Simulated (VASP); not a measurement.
# Rb3Sr (I4/mmm) in VASP: equation of state, part 2 of 2

VASP 6.6.1. Earlier steps stand in the parts before.

**3. Equation of state, PBE, 77.47 Å³/atom (volume scaled by 0.96)**

INCAR

```
SYSTEM = Rb3Sr
PREC = Accurate ; ENCUT = 520
EDIFF = 1E-7 ; ISMEAR = -1
SIGMA = 0.05 ; LREAL = .False.
LASPH = .True. ; NELM = 60
ALGO = Normal ; ISIF = 2
LWAVE = .False. ; LCHARG = .False.
GGA = PE ; NBANDS = 26
```

KPOINTS

```
Automatic mesh
0
Gamma
  6 6 6
  0 0 0
```

POSCAR

```
Rb3Sr
1.0
   -3.3656603340      3.3656603340      6.8387666227
    3.3656603340     -3.3656603340      6.8387666227
    3.3656603340      3.3656603340     -6.8387666227
Sr Rb
1 3
Direct
    0.0000000000      0.0000000000      0.0000000000
    0.5000000000      0.5000000000      0.0000000000
    0.2500000000      0.7500000000      0.5000000000
    0.7500000000      0.2500000000      0.5000000000
```

Potentials or basis: VASP PAW PBE potentials, release 64 (Sr_sv, Rb_sv).

Started as:

```console
$ cat potpaw_PBE.64/Sr_sv/POTCAR potpaw_PBE.64/Rb_sv/POTCAR > POTCAR
$ mpirun -np 1 vasp_std > vasp.out
```

It took 3.3 min on 1 thread of Intel Xeon Platinum 8488C (Sapphire Rapids), shared host; peak memory 0.68 GiB.

Results (log left out):

```yaml
Free_energy: -3.9555 eV
Pressure: 0.1 GPa
Band_gap_on_the_k_mesh: none (metal or under the smearing width)
```

**4. Equation of state, PBE, 79.08 Å³/atom (volume scaled by 0.98)**

INCAR

```
SYSTEM = Rb3Sr
ALGO = Normal
EDIFF = 1E-7
ENCUT = 520
GGA = PE
ISIF = 2
ISMEAR = -1
LASPH = .True.
LCHARG = .False.
LREAL = .False.
LWAVE = .False.
NBANDS = 26
NELM = 80
PREC = Accurate
SIGMA = 0.05
```

KPOINTS

```
k-points
0
Gamma
  6 6 6
  0 0 0
```

POSCAR

```
Rb3Sr
1.0
   -3.3888725181      3.3888725181      6.8859320209
    3.3888725181     -3.3888725181      6.8859320209
    3.3888725181      3.3888725181     -6.8859320209
Sr Rb
1 3
Direct
    0.0000000000      0.0000000000      0.0000000000
    0.5000000000      0.5000000000      0.0000000000
    0.2500000000      0.7500000000      0.5000000000
    0.7500000000      0.2500000000      0.5000000000
```

Potentials or basis: VASP PAW PBE potentials, release 64 (Sr_sv, Rb_sv).

Started as:

```console
$ cat potpaw_PBE.64/Sr_sv/POTCAR potpaw_PBE.64/Rb_sv/POTCAR > POTCAR
$ mpirun -np 1 vasp_std > vasp.out
```

OUTCAR:

```text
SYSTEM = Rb3Sr
   EDIFF = 1E-7
   ENCUT = 520
   GGA = PE
   ISIF = 2
   ISMEAR = -1
   LASPH = .True.
   LREAL = .False.
   NELM = 80
   PREC = Accurate

 Found     30 irreducible k-points:

 Following reciprocal coordinates:
            Coordinates               Weight
  0.000000  0.000000  0.000000      1.000000
  0.166667  0.000000  0.000000      8.000000
  0.333333  0.000000  0.000000      8.000000
  0.500000  0.000000  0.000000      4.000000
  0.166667  0.166667  0.000000      8.000000
  0.333333  0.166667 -0.000000     16.000000
   k-points           NKPTS =     30   k-points in BZ     NKDIM =     30   number of bands    NBANDS=     26
   number of dos      NEDOS =    301   number of ions     NIONS =      4
   total plane-waves  NPLWV = 262144
   dimension x,y,z NGX =    64 NGY =   64 NGZ =   64
   dimension x,y,z NGXF=   128 NGYF=  128 NGZF=  128
   ions per type =               1   3
   NGX,Y,Z   is equivalent  to a cutoff of  12.68, 12.68, 12.68 a.u.
   NGXF,Y,Z  is equivalent  to a cutoff of  25.36, 25.36, 25.36 a.u.
 SYSTEM =  Rb3Sr
   PREC   = accura    normal or accurate (medium, high low for compatibility)
   ISTART =      0    job   : 0-new  1-cont  2-samecut
   ICHARG =      2    charge: 1-file 2-atom 10-const
[... 55 lines left out ...]
 E-fermi :   0.3392     XC(G=0):  -5.9486

 val. band max:        0.3384185770   @ k =   0.1667   0.1667   0.0000
 cond. band min:       0.3399603415   @ k =   0.3333   0.1667  -0.0000
 fundamental gap:      0.0015417645
 Fermi energy:         0.3391750129

 k-point     1 :       0.0000    0.0000    0.0000
  band No.  band energies     occupation
      1     -37.3965      2.00000
      2     -28.2840      2.00000
      3     -28.2766      2.00000
      4     -28.2764      2.00000
      5     -19.3322      2.00000
      6     -19.3322      2.00000
[... 163 lines left out ...]
     25       1.9838      0.00000
     26       2.3306      0.00000

 [... further k-points ...]

------------------------ aborting loop because EDIFF is reached ----------------------------------------

  FORCE on cell =-STRESS in cart. coord.  units (eV):
  Direction    XX          YY          ZZ          XY          YZ          ZX
  --------------------------------------------------------------------------------------
  -------------------------------------------------------------------------------------
  Total        0.0977553      0.0977553      0.0851098      0.0000000     -0.0000000      0.0000000
  in kB        0.4951284      0.4951284      0.4310793      0.0000000     -0.0000000      0.0000000
  external PRESSURE =       0.4737787 kB  Pullay stress =       0.0000000 kB

 VOLUME and BASIS-vectors are now :
 -----------------------------------------------------------------------------
  energy-cutoff  :      520.00
  volume of cell :      316.32
      direct lattice vectors                 reciprocal lattice vectors
    -3.388872518  3.388872518  6.885932021     0.000000000  0.147541696  0.072611812
     3.388872518 -3.388872518  6.885932021     0.147541696  0.000000000  0.072611812
     3.388872518  3.388872518 -6.885932021     0.147541696  0.147541696  0.000000000

 POSITION                                       TOTAL-FORCE (eV/Angst)
 -----------------------------------------------------------------------------------
      0.00000      0.00000      0.00000        -0.000000     -0.000000     -0.000000
      0.00000      0.00000      6.88593        -0.000000     -0.000000     -0.000000
      3.38887     -0.00000      3.44297         0.000000     -0.000000      0.000000
     -0.00000      3.38887      3.44297        -0.000000      0.000000      0.000000
 -----------------------------------------------------------------------------------
    total drift:                               -0.000000     -0.000000     -0.000000

  FREE ENERGIE OF THE ION-ELECTRON SYSTEM (eV)
  ---------------------------------------------------
  free  energy   TOTEN  =        -3.9592989142 eV

  energy  without entropy=       -3.9224492471  energy(sigma->0) =       -3.94087408
```

OSZICAR:

```text
N       E                     dE             d eps       ncg     rms          rms(c)
DAV:   1     0.264656236423E+03    0.26466E+03   -0.14383E+04  1560   0.111E+03
DAV:   2     0.242031834901E+02   -0.24045E+03   -0.23705E+03  2126   0.245E+02
DAV:   3    -0.299036115378E+01   -0.27194E+02   -0.27102E+02  2418   0.715E+01
DAV:   4    -0.390384544384E+01   -0.91348E+00   -0.91185E+00  1998   0.143E+01
DAV:   5    -0.394947669476E+01   -0.45631E-01   -0.45623E-01  2404   0.233E+00    0.865E+00
DAV:   6    -0.395422443802E+01   -0.47477E-02   -0.18326E-02  1956   0.784E-01    0.490E+00
DAV:   7    -0.395853147205E+01   -0.43070E-02   -0.19932E-02  1882   0.784E-01    0.267E-01
DAV:   8    -0.395921432919E+01   -0.68286E-03   -0.28365E-03  2212   0.221E-01    0.685E-02
DAV:   9    -0.395925668063E+01   -0.42351E-04   -0.14801E-04  2102   0.384E-02    0.530E-02
DAV:  10    -0.395929747769E+01   -0.40797E-04   -0.63932E-05  2164   0.435E-02    0.461E-02
DAV:  11    -0.395930017385E+01   -0.26962E-05   -0.57355E-06  2060   0.124E-02    0.177E-02
DAV:  12    -0.395929895870E+01    0.12151E-05   -0.21100E-06  1672   0.677E-03    0.249E-03
DAV:  13    -0.395929891424E+01    0.44461E-07   -0.15724E-07  1440   0.201E-03
   1 F= -.39592989E+01 E0= -.39408741E+01  d E =-.368497E-01
```

Wall time 3.4 min (1 thread of Intel Xeon Platinum 8488C (Sapphire Rapids), shared host); peak memory 0.69 GiB.

Results:

- Free energy: -3.9593 eV
- Pressure: 0.0 GPa
- Band gap on the k mesh: none (metal or under the smearing width)

**5. Equation of state, PBE, 82.31 Å³/atom (volume scaled by 1.02)**

INCAR

```
SYSTEM = Rb3Sr
PREC = Accurate
ENCUT = 520
EDIFF = 1E-7
ISMEAR = -1
SIGMA = 0.05
LREAL = .FALSE.
LASPH = .TRUE.
NELM = 60
ALGO = Normal
ISIF = 2
LWAVE = .FALSE.
LCHARG = .FALSE.
GGA = PE
NBANDS = 26
```

KPOINTS

```
Automatic mesh
0
G
  6 6 6
  0 0 0
```

POSCAR

```
Rb3Sr
1.0
   -3.4343661684      3.4343661684      6.9783716691
    3.4343661684     -3.4343661684      6.9783716691
    3.4343661684      3.4343661684     -6.9783716691
Sr Rb
1 3
Direct
    0.0000000000      0.0000000000      0.0000000000
    0.5000000000      0.5000000000      0.0000000000
    0.2500000000      0.7500000000      0.5000000000
    0.7500000000      0.2500000000      0.5000000000
```

Started as:

```console
$ cat potpaw_PBE.64/Sr_sv/POTCAR potpaw_PBE.64/Rb_sv/POTCAR > POTCAR
$ mpirun -np 1 vasp_std > vasp.out
```

It took 3.7 min on 1 thread of Intel Xeon Platinum 8488C (Sapphire Rapids), shared host; peak memory 0.65 GiB.

The run converged. Its results:

```yaml
Free_energy: -3.9570 eV
Pressure: -0.1 GPa
Band_gap_on_the_k_mesh: none (metal or under the smearing width)
```

**6. Equation of state, PBE, 83.92 Å³/atom (volume scaled by 1.04)**

INCAR

```
ALGO = Normal ; EDIFF = 1E-7
ENCUT = 520 ; GGA = PE
ISIF = 2 ; ISMEAR = -1
LASPH = T ; LCHARG = F
LREAL = F ; LWAVE = F
NBANDS = 26 ; NELM = 100
PREC = Accurate ; SIGMA = 0.05
```

KPOINTS

```
k-points
0
Gamma
  6 6 6
```

POSCAR

```
Rb3Sr
1.0
   -3.4566678723      3.4566678723      7.0236870406
    3.4566678723     -3.4566678723      7.0236870406
    3.4566678723      3.4566678723     -7.0236870406
Sr Rb
1 3
Direct
    0.0000000000      0.0000000000      0.0000000000
    0.5000000000      0.5000000000      0.0000000000
    0.2500000000      0.7500000000      0.5000000000
    0.7500000000      0.2500000000      0.5000000000
```

Potentials or basis: VASP PAW PBE potentials, release 64 (Sr_sv, Rb_sv).

Started as:

```console
$ cat potpaw_PBE.64/Sr_sv/POTCAR potpaw_PBE.64/Rb_sv/POTCAR > POTCAR
$ mpirun -np 1 vasp_std > vasp.out
```

Run time: 3.4 min. Hardware: 1 thread of Intel Xeon Platinum 8488C (Sapphire Rapids), shared host; peak memory 0.65 GiB.

It converged, with:

```yaml
Free_energy: -3.9514 eV
Pressure: -0.2 GPa
Band_gap_on_the_k_mesh: none (metal or under the smearing width)
```

**7. Equation of state, PBE, 85.54 Å³/atom (volume scaled by 1.06)**

INCAR

```
PREC = Accurate ; ENCUT = 520
EDIFF = 1E-7 ; ISMEAR = -1
SIGMA = 0.05 ; LREAL = F
LASPH = T ; NELM = 60
ALGO = Normal ; ISIF = 2
LWAVE = F ; LCHARG = F
GGA = PE ; NBANDS = 26
```

KPOINTS

```
Automatic mesh
0
Gamma
  6 6 6
```

POSCAR

```
Rb3Sr
1.0
   -3.4786854588      3.4786854588      7.0684251069
    3.4786854588     -3.4786854588      7.0684251069
    3.4786854588      3.4786854588     -7.0684251069
Sr Rb
1 3
Direct
    0.0000000000      0.0000000000      0.0000000000
    0.5000000000      0.5000000000      0.0000000000
    0.2500000000      0.7500000000      0.5000000000
    0.7500000000      0.2500000000      0.5000000000
```

Started as:

```console
$ cat potpaw_PBE.64/Sr_sv/POTCAR potpaw_PBE.64/Rb_sv/POTCAR > POTCAR
$ mpirun -np 1 vasp_std > vasp.out
```

It took 3.4 min on 1 thread of Intel Xeon Platinum 8488C (Sapphire Rapids), shared host; peak memory 0.71 GiB.

The run converged. Its results:

- Free energy: -3.9433 eV
- Pressure: -0.2 GPa
- Band gap on the k mesh: none (metal or under the smearing width)

**8. Equation of state, PBE**

Potentials or basis: VASP PAW PBE potentials, release 64 (Sr_sv, Rb_sv).

This step only gathers the single runs of the series.

What came out:

* Equilibrium volume: 80.08 Å³/atom
* Bulk modulus at fixed shape and positions: 4.0 GPa
* Pressure derivative of the bulk modulus: 3.8

Energy against volume, from the lowest point:
| volume (Å³/atom) | energy (meV/atom) |
| --- | --- |
| 75.853 | 2.94 |
| 77.467 | 1.05 |
| 79.081 | 0.10 |
| 80.695 | 0.00 |
| 82.309 | 0.68 |
| 83.923 | 2.06 |
| 85.537 | 4.08 |

Caveat: the cell was scaled at fixed shape and fractional positions, which overstates the stiffness of a crystal with free parameters, most of all of layers and chains.
